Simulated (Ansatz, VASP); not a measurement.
**Zr (Zr(0001)): VASP beside Ansatz**

One calculation is typed for both programs; each brings its own data sets. How far apart do they land? Of the first pair: The cell is taken from a series of runs on this material, whose earlier steps may have relaxed, scaled, displaced or heated it; both programs get it as it stands.

Calculated with Ansatz 0.2.0; plane waves, with VASP 6.6.1 beside it; PBE.

## Step 1: Set-up

The cell holds 10 atoms: 10 Zr. Cell: a = 3.230 Å, b = 3.230 Å, c = 39.154 Å, α = 90.0°, β = 90.0°, γ = 60.0°. Vacuum lies along c.

## Step 2: Ansatz: single point, PBE, pair 1

Ansatz runs on its PAW soft_1 files.

With cell and atoms fixed, the geometry can't cause a difference; cores, projectors, grids and the points listed under the comparison can.

Input file input.yaml:

```yaml
crystal:
  lattice:
    - [3.23, 0.0, 0.0]
    - [1.615, 2.7972620542, 0.0]
    - [0.0, 0.0, 39.154255]
  atoms:
    - { symbol: Zr, position: [0.6666666667, 0.6666666667, 0.2043200669] }
    - { symbol: Zr, position: [0.0, 0.0, 0.2700267187] }
    - { symbol: Zr, position: [0.6666666667, 0.6666666667, 0.3357333705] }
    - { symbol: Zr, position: [0.0, 0.0, 0.4014400223] }
    - { symbol: Zr, position: [0.6666666667, 0.6666666667, 0.4671466741] }
    - { symbol: Zr, position: [0.0, 0.0, 0.5335135731] }
    - { symbol: Zr, position: [0.6666666667, 0.6666666667, 0.5993688422] }
    - { symbol: Zr, position: [0.0, 0.0, 0.6656012285] }
    - { symbol: Zr, position: [0.6666666667, 0.6666666667, 0.7330397935] }
    - { symbol: Zr, position: [0.0, 0.0, 0.7952057115] }
kpoints:
  mp_grid: { grid: [11, 11, 1] }
hamiltonian:
  xc: pbe
  pseudopotentials: { kind: paw, azcp: { folder: soft_1 } }
scf:
  occupations: { method: fermi_dirac, width: 0.1 }
efield:
  axis: 3
  dipole_correction: true
  ramp_width: 0.05
output:
  forces: true
  write_potential: true
  write_density: true
  volumetric_format: npy
```

Command:

```sh
ansatz run input.yaml --threads 4 --pin off --max-ram 8192MiB --backend cpu --events-out ev --progress --plain --runs-dir out
```

Numbers of over 12 decimals in the logs are rounded to 6 here.

What it wrote:

```text
Engine: ansatz 0.2.0, aarch64-unknown-linux-gnu
Pseudopotentials: kind: paw
Pseudopotential: Zr, paw, valence charge 12, recommended cutoff 420 eV (normal), soft_1/Zr.paw.azcp
Functional definition: PBE
  parameter kappa = 0.804
  parameter beta = 0.066725
  exchange = pbe_x(kappa = kappa, mu = beta*pi^2/3)
  correlation = pbe_c(beta = beta)
Crystal: 10 atoms, lattice volume = 353.765 Å³
Basis set: ecut = 420 eV, 7007 PW (Γ), exchange–correlation on 48×48×540 points (8 copies of the dense FFT grid, shifted against one another)
Bands: 72, of which v1, the nominal top of the filled ones, is band 60 counted from 1 (59 counted from 0)
Symmetry: 6 space group operations
Space group: P3m1 (ITA 156), of the structure as read, at distance tolerance 7.1e-5 Å
k-points: 16 of 121 (time reversal used)
Non-local potential: Zr, projectors of the file, l = 0: 3, l = 1: 2, l = 2: 2, l = 3: 1
PAW form: soft (Blöchl's): semilocal exchange-correlation on the pseudo side does not see the compensation charge
PAW one-centre angular grid: Zr, 590 points (default); XC on 64 Gauss nodes
Initial density: superposition of atomic densities (neutral atoms: chi_scale 0, normalization atom)
Initial wavefunctions: pseudopotential atomic-orbital guess
Functional: x = pbe(κ = 0.804, μ = 0.219515), c = pbe(β = 0.066725)
SCF iter   1: F=—  HF=-41840.650081 eV  |F-HF|=—  |Δ(HF+E_count)|=         —  Δρ=3.20e-2  dr2=1.29e2  ethr=3.10e-3  p=0.000 e·Å  D=6.05e-9 V/Å  ΔV_dip=-0.00 eV  dr2_dipole=1.03e0  V_vac-E_F(+/−)=7.63/7.63 eV  ⟨swp⟩=9.1  Hψ=5213  notcnv=0
efield: sawtooth ramp at fractional position 0.9748 (placed from the atoms, in the widest stretch of the axis that holds none; the zero of the levels goes with the place), width 0.0500; the density the first Hamiltonian is built on has a dipole p = 0.000 e·Å; the dipole correction subtracts the counter field D = 6.05e-9 V/Å, which shifts the + side's vacuum level by -0.00 eV against the − side's; the planar-averaged density in the ramp window peaks in size at 1.1e-7 e/Å³
preconditioner: auto → LDOS  [metal: Δε(μ)=0.014 eV  Ē_g=2.634 eV  σ=0.100 eV  W_gap=0.03  n_scr=58 (ndim 8)  ℏωp=12.5 eV  f_vac=0.298  D(μ)=12.62/eV (n_scr^D=120)  β→1.0]
SCF iter   2: F=—  HF=-41842.005332 eV  |F-HF|=—  |Δ(HF+E_count)|=    1.36e0  Δρ=3.82e-2  dr2=3.41e2  ethr=3.10e-3  p=-0.068 e·Å  D=-3.49e-2 V/Å  ΔV_dip=1.37 eV  dr2_dipole=1.97e1  V_vac-E_F(+/−)=1.46/0.09 eV  ⟨swp⟩=12.1  Hψ=5958  notcnv=0  recentre
SCF iter   3: F=—  HF=-41837.678716 eV  |F-HF|=—  |Δ(HF+E_count)|=    4.33e0  Δρ=1.59e-2  dr2=3.76e1  ethr=3.10e-3  p=-0.020 e·Å  D=-1.03e-2 V/Å  ΔV_dip=0.40 eV  dr2_dipole=4.92e-1  V_vac-E_F(+/−)=5.89/5.49 eV  ⟨swp⟩=9.4  Hψ=4472  notcnv=0
SCF iter   4: F=—  HF=-41837.099580 eV  |F-HF|=—  |Δ(HF+E_count)|=   5.79e-1  Δρ=7.63e-3  dr2=1.47e1  ethr=3.10e-3  p=-0.002 e·Å  D=-8.15e-4 V/Å  ΔV_dip=0.03 eV  dr2_dipole=1.76e0  V_vac-E_F(+/−)=3.82/3.79 eV  ⟨swp⟩=6.2  Hψ=2390  notcnv=0
SCF iter   5: F=—  HF=-41837.029052 eV  |F-HF|=—  |Δ(HF+E_count)|=   7.05e-2  Δρ=4.82e-3  dr2=6.04e0  ethr=3.10e-3  p=-0.012 e·Å  D=-5.90e-3 V/Å  ΔV_dip=0.23 eV  dr2_dipole=4.34e-1  V_vac-E_F(+/−)=3.87/3.64 eV  ⟨swp⟩=1.1  Hψ=1275  notcnv=0
SCF iter   6: F=—  HF=-41836.962859 eV  |F-HF|=—  |Δ(HF+E_count)|=   6.62e-2  Δρ=1.19e-3  dr2=2.93e-1  ethr=3.10e-3  p=-0.012 e·Å  D=-6.03e-3 V/Å  ΔV_dip=0.24 eV  dr2_dipole=1.29e-3  V_vac-E_F(+/−)=4.10/3.86 eV  ⟨swp⟩=1.0  Hψ=1152  notcnv=0
SCF iter   7: F=—  HF=-41836.959474 eV  |F-HF|=—  |Δ(HF+E_count)|=   3.39e-3  Δρ=2.59e-4  dr2=5.19e-3  ethr=2.44e-4  p=-0.005 e·Å  D=-2.46e-3 V/Å  ΔV_dip=0.10 eV  dr2_dipole=4.48e-3  V_vac-E_F(+/−)=4.21/4.11 eV  ⟨swp⟩=2.2  Hψ=1311  notcnv=0
SCF iter   8: F=—  HF=-41836.959618 eV  |F-HF|=—  |Δ(HF+E_count)|=   1.45e-4  Δρ=1.39e-4  dr2=4.30e-3  ethr=4.33e-6  p=0.000 e·Å  D=1.39e-4 V/Å  ΔV_dip=-0.01 eV  dr2_dipole=8.04e-4  V_vac-E_F(+/−)=4.20/4.20 eV  ⟨swp⟩=4.9  Hψ=2270  notcnv=0
SCF iter   9: F=—  HF=-41836.959581 eV  |F-HF|=—  |Δ(HF+E_count)|=   3.69e-5  Δρ=4.33e-5  dr2=2.55e-4  ethr=3.59e-6  p=0.001 e·Å  D=5.55e-4 V/Å  ΔV_dip=-0.02 eV  dr2_dipole=1.05e-5  V_vac-E_F(+/−)=4.18/4.20 eV  ⟨swp⟩=1.1  Hψ=1164  notcnv=0
SCF iter  10: F=—  HF=-41836.959573 eV  |F-HF|=—  |Δ(HF+E_count)|=   8.04e-6  Δρ=1.17e-5  dr2=2.73e-6  ethr=2.13e-7  p=0.001 e·Å  D=5.82e-4 V/Å  ΔV_dip=-0.02 eV  dr2_dipole=8.48e-7  V_vac-E_F(+/−)=4.17/4.20 eV  ⟨swp⟩=2.9  Hψ=1689  notcnv=0
SCF iter  11: F=—  HF=-41836.959319 eV  |F-HF|=—  |Δ(HF+E_count)|=   2.54e-4  Δρ=3.39e-6  dr2=1.26e-7  ethr=2.28e-9  p=0.001 e·Å  D=5.98e-4 V/Å  ΔV_dip=-0.02 eV  dr2_dipole=1.99e-10  V_vac-E_F(+/−)=4.17/4.20 eV  ⟨swp⟩=5.9  Hψ=2732  notcnv=0
SCF iter  12: F=-41836.959320 eV  HF=-41836.959320 eV  |F-HF|=6.12e-9  |Δ(HF+E_count)|=   4.43e-7  Δρ=1.39e-6  dr2=2.23e-8  ethr=8.33e-11  p=0.001 e·Å  D=6.00e-4 V/Å  ΔV_dip=-0.02 eV  dr2_dipole=1.23e-9  V_vac-E_F(+/−)=4.17/4.20 eV  ⟨swp⟩=24.2  Hψ=12692  notcnv=0
SCF 1 converged in 12 iterations: F = -41836.959320 eV  dr2 = 2.23e-8
  Residual-converged pass: ⟨swp⟩=1.6  Hψ=1365  notcnv=0  max |occ|·‖R‖ = 7.0e-9 eV (tolerance 1.0e-8 eV)  dr2=2.23e-8  dr2_onsite=1.52e-10  max |Δocc| = 1.6e-11
  greatest PAW one-centre occupation: 0.997 electrons in one spin orbital (limit 2), on the Zr atom at site 8 (counted from 0), in its partial waves of l = 0
WARN: The output density's exchange-correlation potential varies sharply where the density is thin. Do not read a vacuum level from v_tot or v_xc, or from such a field of the output density. On a cell that repeats whose density bears no net charge and no dipole along the vacuum's axis use v_es (v_loc + v_h of the components); under efield.dipole_correction with no amplitude use v_es + v_field, which holds any externa [...]
SCF converged after 12 iterations
Free energy (F): -41836.959320 eV
Harris-Foulkes:  -41836.959320 eV  (|F-HF|=6.12e-9)
Internal energy: -41836.546084 eV  (E = F + TS)
E sigma→0 (E₀):  -41836.752702 eV
Entropy (-TS):   -0.413236 eV (-41.324 meV/atom)
Fermi energy:    7.828326 eV
Dipole field:    D = 0.000636 V/Å  (p = 0.001243 e·Å, saw-weighted, corrected)
Work function:   Φ+ = 4.1709 eV   Φ− = 4.1959 eV
Levels:          The Fermi level and band energies are counted from a zero that moves with the ramp; work functions are not
--- Per-component energies (eV) ---
  E_band       = -1706.074202
  E_kinetic    = 3152.231272
  E_local      = -117052.343203  (includes V_loc(G=0)·N_el)
  E_nonlocal   = 752.074382
  E_hartree    = 57103.038589
  E_xc         = -1542.289588
  E_vxc        = -1821.812850  (∫ρ·V_xc dr)
  E_paw        = -29638.828425  (= ΣΔE_a)
  E_vpaw       = -942.302513  (= ΣTr[D̂ρ^β])
  E_aug_tail   = -0.000251  (compensation charges beyond the density's cutoff)
  E_efield     = 0.000000  (sawtooth field / dipole correction)
  E_vefield    = -0.002320  (∫n·V_field dr)
  E_ewald      = 45389.571142
  E_smearing   = -0.413236  (= −TS)
  E_closure    = -0.000000  (closes the sum)
  Σ components = -41836.959320   (vs F -41836.959320, Δ=0.00e0)
--- Forces (eV/Å), atoms counted from 1 ---
  atom   1  Zr     0.00000000    -0.00000000     0.43662299
  atom   2  Zr    -0.00000000     0.00000000    -0.57208497
  atom   3  Zr    -0.00000000    -0.00000000     0.04009037
  atom   4  Zr    -0.00000000     0.00000000     0.06583584
  atom   5  Zr    -0.00000000    -0.00000000     0.03096052
  atom   6  Zr    -0.00000000     0.00000000    -0.00195152
  atom   7  Zr     0.00000000    -0.00000000     0.00349291
  atom   8  Zr     0.00000000     0.00000000    -0.00491014
  atom   9  Zr    -0.00000000    -0.00000000     0.01122090
  atom  10  Zr     0.00000000     0.00000000    -0.00927680
  max |Σ_I F_I| component: 1.09e-7 eV/Å
--- Band table (eV; the first three rows and the last of 16) ---
  k-point 0: bands = [... 56 lower, 8.5200, 8.5513, 8.5513, 8.5739, 8.5739, 8.6007, 8.6020, 8.6020, ... 8 higher]
  k-point 1: bands = [... 56 lower, 8.1822, 8.2356, 8.2788, 8.3332, 8.4299, 8.4380, 8.5345, 8.6225, ... 8 higher]
  k-point 2: bands = [... 56 lower, 7.6307, 7.6804, 7.7325, 7.9189, 7.9635, 8.1495, 8.2572, 8.4247, ... 8 higher]
  k-point 15: bands = [... 56 lower, 6.8326, 7.0912, 7.1550, 7.6641, 7.6847, 7.8485, 7.8886, 7.9583, ... 8 higher]
```

The column dr2 measures how far the density is from self-consistency, as an energy; F and HF (Harris–Foulkes) agree once it is small.

## Step 3: VASP: single point, PBE, pair 1

The same cell, functional, mesh and smearing now go to VASP, with its own data sets.

Lines of VASP's logs that name or quote its potential files are left out, and so is its time.

Input file INCAR:

```
SYSTEM = Zr
PREC = Accurate
ENCUT = 400
EDIFF = 1E-06
NELM = 120
ISMEAR = -1
SIGMA = 0.1
LREAL = .FALSE.
ALGO = Normal
GGA = PE
NBANDS = 74
LASPH = .TRUE.
LORBIT = 11
LWAVE = .FALSE.
LCHARG = .FALSE.
ISIF = 2
LDIPOL = .TRUE.
IDIPOL = 3
DIPOL = 0.5 0.5 0.501
LVHAR = .TRUE.
GGA_COMPAT = .FALSE.
NELMDL = -8
KPAR = 2
```

Input file POSCAR:

```
Zr
1.0
    3.2300000000      0.0000000000      0.0000000000
    1.6150000000      2.7972620542      0.0000000000
    0.0000000000      0.0000000000     39.1542550000
Zr
10
Direct
    0.6666666667      0.6666666667      0.2043200669
    0.0000000000      0.0000000000      0.2700267187
    0.6666666667      0.6666666667      0.3357333705
    0.0000000000      0.0000000000      0.4014400223
    0.6666666667      0.6666666667      0.4671466741
    0.0000000000      0.0000000000      0.5335135731
    0.6666666667      0.6666666667      0.5993688422
    0.0000000000      0.0000000000      0.6656012285
    0.6666666667      0.6666666667      0.7330397935
    0.0000000000      0.0000000000      0.7952057115
```

Input file KPOINTS:

```
Automatic mesh
0
Gamma
11 11 1
0 0 0
```

Potentials, in the order of the species: Zr_sv (PBE family, release 64).

Command:

```sh
mpirun -np 2 vasp_std
```

What it wrote:

```text
[banner, memory and clock lines left out]
running    2 mpi-ranks, on    1 nodes
 distrk:  each k-point on    1 cores,    2 groups
 distr:  one band on    1 cores,    1 groups

 POSCAR found type information on POSCAR Zr
 POSCAR found :  1 types and      10 ions
 LDA part: xc-table for (Slater+PW92), standard interpolation
 POSCAR, INCAR and KPOINTS ok, starting setup
 FFT: planning ... GRIDC
 FFT: planning ... GRID_SOFT
 FFT: planning ... GRID
 WAVECAR not read
 entering main loop
       N       E                     dE             d eps       ncg     rms          rms(c)
DAV:   1     0.116335895473E+04    0.11634E+04   -0.56989E+04  2704   0.128E+03
DAV:   2     0.323576161748E+02   -0.11310E+04   -0.11054E+04  2640   0.431E+02
DAV:   3    -0.702682770176E+02   -0.10263E+03   -0.99511E+02  3920   0.860E+01
DAV:   4    -0.870142279393E+02   -0.16746E+02   -0.16585E+02  4040   0.322E+01
DAV:   5    -0.892228130849E+02   -0.22086E+01   -0.22044E+01  3616   0.907E+00
DAV:   6    -0.892707713463E+02   -0.47958E-01   -0.47799E-01  3640   0.188E+00
DAV:   7    -0.892737208792E+02   -0.29495E-02   -0.29415E-02  3592   0.372E-01
DAV:   8    -0.892738613464E+02   -0.14047E-03   -0.13991E-03  3096   0.691E-02    0.319E+01
DAV:   9    -0.215554354247E+03   -0.12628E+03   -0.74245E+02  3674   0.693E+01    0.407E+01
DAV:  10    -0.284229113371E+03   -0.68675E+02   -0.46457E+03  3330   0.570E+01    0.326E+01
DAV:  11    -0.337927430176E+03   -0.53698E+02   -0.52524E+03  3424   0.744E+01    0.389E+01
DAV:  12    -0.313502384288E+03    0.24425E+02   -0.57140E+02  3434   0.458E+01    0.415E+01
DAV:  13    -0.158648647104E+03    0.15485E+03   -0.13856E+03  3722   0.406E+01    0.295E+01
DAV:  14    -0.131795789747E+03    0.26853E+02   -0.15399E+02  3302   0.177E+01    0.251E+01
[...]
DAV:  52    -0.835604080016E+02    0.16507E-06   -0.42957E-05  2912   0.183E-02    0.224E-02
DAV:  53    -0.835604265822E+02   -0.18581E-04   -0.13607E-05  2472   0.124E-02    0.123E-02
DAV:  54    -0.835604634759E+02   -0.36894E-04   -0.73921E-06  2584   0.112E-02    0.763E-03
DAV:  55    -0.835604722998E+02   -0.88238E-05   -0.40666E-06  2032   0.530E-03    0.717E-03
DAV:  56    -0.835604765585E+02   -0.42588E-05   -0.85751E-07  1530   0.347E-03    0.713E-03
DAV:  57    -0.835604810311E+02   -0.44726E-05   -0.15023E-06  1668   0.390E-03    0.552E-03
DAV:  58    -0.835604821349E+02   -0.11038E-05   -0.76868E-07  1368   0.229E-03    0.462E-03
DAV:  59    -0.835604830879E+02   -0.95301E-06   -0.68829E-07  1438   0.284E-03
   1 F= -.83560483E+02 E0= -.83353928E+02  d E =-.413110E+00
```

OUTCAR, selected parts (step 3):

```text
ion  position               nearest neighbor table
   1  0.667  0.667  0.204-   2 3.18   2 3.18   2 3.18
   2  0.000  0.000  0.270-   1 3.18   3 3.18   1 3.18   3 3.18   1 3.18   3 3.18
   3  0.667  0.667  0.336-   2 3.18   4 3.18   2 3.18   4 3.18   2 3.18   4 3.18
   4  0.000  0.000  0.401-   3 3.18   5 3.18   3 3.18   5 3.18   3 3.18   5 3.18
   5  0.667  0.667  0.467-   4 3.18   4 3.18   4 3.18   6 3.20   6 3.20   6 3.20
   6  0.000  0.000  0.534-   7 3.18   7 3.18   7 3.18   5 3.20   5 3.20   5 3.20
   7  0.667  0.667  0.599-   6 3.18   6 3.18   6 3.18   8 3.19   8 3.19   8 3.19
   8  0.000  0.000  0.666-   7 3.19   7 3.19   7 3.19   9 3.23   9 3.23   9 3.23
   9  0.667  0.667  0.733-  10 3.07  10 3.07  10 3.07   8 3.23   8 3.23   8 3.23
  10  0.000  0.000  0.795-   9 3.07   9 3.07   9 3.07

  LATTYP: Found a hexagonal cell.
 ALAT       =     3.2300000000
 C/A-ratio  =    12.1220603716

 Subroutine GETGRP returns: Found  6 space group operations
 (whereof  6 operations were pure point group operations)

The static configuration has the point symmetry C_3v.

 Found     16 irreducible k-points:

   k-points           NKPTS =     16   k-points in BZ     NKDIM =     16   number of bands    NBANDS=     74

   dimension x,y,z NGX =    24 NGY =   24 NGZ =  256
   dimension x,y,z NGXF=    48 NGYF=   48 NGZF=  512

   ENCUT  =  400.0 eV  29.40 Ry    5.42 a.u.   5.27  5.27 63.85*2*pi/ulx,y,z

   NELECT =     120.0000    total number of electrons

 k-points in reciprocal lattice and weights: Automatic mesh
   0.00000000  0.00000000  0.00000000       0.008
   0.09090909  0.00000000  0.00000000       0.050
   0.18181818 -0.00000000  0.00000000       0.050
   0.27272727 -0.00000000  0.00000000       0.050
   0.36363636 -0.00000000  0.00000000       0.050
   0.45454545 -0.00000000  0.00000000       0.050
   0.18181818  0.09090909  0.00000000       0.050
   0.27272727  0.09090909  0.00000000       0.099
   0.36363636  0.09090909  0.00000000       0.099
[...]
-0.45454545  0.27272727  0.00000000       0.050
  -0.36363636  0.27272727  0.00000000       0.050

 dipolmoment           0.000000      0.000000     -0.001112 electrons x Angstroem

 average (electrostatic) potential at core
       1 -79.3553       2 -78.9890       3 -78.9944       4 -79.0415       5 -79.0439
       6 -79.0438       7 -79.0568       8 -79.0408       9 -78.9488      10 -79.2811

 E-fermi :   4.5489

 k-point     1 :       0.0000    0.0000    0.0000
  band No.  band energies     occupation
    ...
     48       1.4205      2.00000
     49       1.5268      2.00000
     50       1.5506      2.00000
     51       4.3698      1.71421
     52       4.4663      1.39112
     53       4.6691      0.46221
     54       4.7577      0.22067
     55       4.9476      0.03644
     56       5.0436      0.01411
     57       5.2404      0.00198
    ...

 k-point     2 :       0.0909    0.0000    0.0000
  band No.  band energies     occupation
    ...
     50       1.7637      2.00000
     51       4.2116      1.93374
     52       4.3354      1.78859
     53       4.4403      1.49556
     54       4.5335      1.07703
     55       4.7067      0.34231
     56       4.8545      0.08998
     57       4.9033      0.05621
     58       4.9573      0.03314
     59       5.0005      0.02163
    ...

 k-point     3 :       0.1818   -0.0000    0.0000
  band No.  band energies     occupation
    ...
     56       4.2947      1.85412
     57       4.3519      1.75530
     58       4.4013      1.62802
     59       4.4537      1.44317
     60       4.6400      0.57390
     61       4.6844      0.41029
     62       4.8708      0.07694
     63       4.9785      0.02689
     64       5.1460      0.00509
     65       5.2382      0.00203
    ...

  Total       -1.6884567     -1.6884567     -0.8056324     -0.0000000      0.0000000      0.0000000
  in kB       -7.6469082     -7.6469082     -3.6486554     -0.0000000      0.0000000      0.0000000
  external PRESSURE =      -6.3141572 kB  Pullay stress =       0.0000000 kB

  energy-cutoff  :      400.00
  volume of cell :      353.76
      direct lattice vectors                 reciprocal lattice vectors
     3.230000000  0.000000000  0.000000000     0.309597523 -0.178746213  0.000000000
     1.615000000  2.797262054  0.000000000     0.000000000  0.357492427  0.000000000
     0.000000000  0.000000000 39.154255000     0.000000000  0.000000000  0.025540008

 POSITION                                       TOTAL-FORCE (eV/Angst)
 -----------------------------------------------------------------------------------
      3.23000      1.86484      8.00000        -0.000000     -0.000000      0.433836
      0.00000      0.00000     10.57270        -0.000000     -0.000000     -0.573032
      3.23000      1.86484     13.14539         0.000000     -0.000000      0.040574
      0.00000      0.00000     15.71809        -0.000000      0.000000      0.066010
      3.23000      1.86484     18.29078         0.000000      0.000000      0.031228
      0.00000      0.00000     20.88933        -0.000000     -0.000000     -0.001741
      3.23000      1.86484     23.46784        -0.000000      0.000000      0.003654
      0.00000      0.00000     26.06112        -0.000000     -0.000000     -0.004881
      3.23000      1.86484     28.70163         0.000000     -0.000000      0.011944
      0.00000      0.00000     31.13569        -0.000000     -0.000000     -0.007591
 -----------------------------------------------------------------------------------
    total drift:                               -0.000001     -0.000001      0.000375

  FREE ENERGIE OF THE ION-ELECTRON SYSTEM (eV)
  ---------------------------------------------------
  free  energy   TOTEN  =       -83.5604830879 eV

  energy  without entropy=      -83.1473734710  energy(sigma->0) =      -83.35392828

 vacuum level on the upper side and lower side of the slab         8.723         8.746

 total charge
# of ion       s       p       d       tot
------------------------------------------
    1        2.237   5.931   1.610   9.778
    2        2.231   5.961   1.621   9.813
    3        2.233   5.959   1.634   9.827
    4        2.233   5.959   1.630   9.822
    5        2.232   5.959   1.625   9.816
    6        2.231   5.960   1.624   9.815
    7        2.232   5.959   1.624   9.815
    8        2.230   5.958   1.620   9.808
    9        2.235   5.963   1.637   9.835
   10        2.245   5.932   1.640   9.817
--------------------------------------------------
tot         22.339  59.542  16.264  98.146

[... 3 further parts left out ...]
```

## Step 4: Side by side

Known differences besides the potentials themselves: the cutoff is 420 eV in Ansatz and 400 eV in VASP. Total energies have different zeros and are not compared.

Compared:

| quantity | Ansatz | VASP | difference |
| --- | --- | --- | --- |
| work function, lower of the two faces (eV) | 4.17 | 4.17 | 0.00 |
| work function, higher of the two faces (eV) | 4.20 | 4.20 | 0.00 |

Forces (eV/Å; atoms numbered as in POSCAR):

| atom | Ansatz x, y, z | VASP x, y, z |
| --- | --- | --- |
| Zr1 | 0.000, 0.000, 0.437 | 0.000, 0.000, 0.434 |
| Zr2 | 0.000, 0.000, -0.572 | 0.000, 0.000, -0.573 |
| Zr3 | 0.000, 0.000, 0.040 | 0.000, 0.000, 0.041 |
| Zr4 | 0.000, 0.000, 0.066 | 0.000, 0.000, 0.066 |
| Zr5 | 0.000, 0.000, 0.031 | 0.000, 0.000, 0.031 |
| Zr6 | 0.000, 0.000, -0.002 | 0.000, 0.000, -0.002 |
| Zr7 | 0.000, 0.000, 0.003 | 0.000, 0.000, 0.004 |
| Zr8 | 0.000, 0.000, -0.005 | 0.000, 0.000, -0.005 |
| Zr9 | 0.000, 0.000, 0.011 | 0.000, 0.000, 0.012 |
| Zr10 | 0.000, 0.000, -0.009 | 0.000, 0.000, -0.008 |

The forces differ by 0.6 meV/Å r.m.s., which is 0.5 % of the r.m.s. force of 0.132 eV/Å (both taken over all components). Where the cell holds vacuum, a pressure given here is an average over it and none of the material.

(Continued in part 2 of 2.)

[Lines on the potential files, build, host, timing and source positions are cut from VASP's logs without a mark.]

[Logs are printed without paths, hosts, clocks, repeated set-up lines and the standing remarks that a program may print on its own settings, such as how far it seeks lower states.]

[Hosts, paths, dates, database ids (printed as entryN), source tags and the programs' standing remarks are cut or masked in the printed files.]
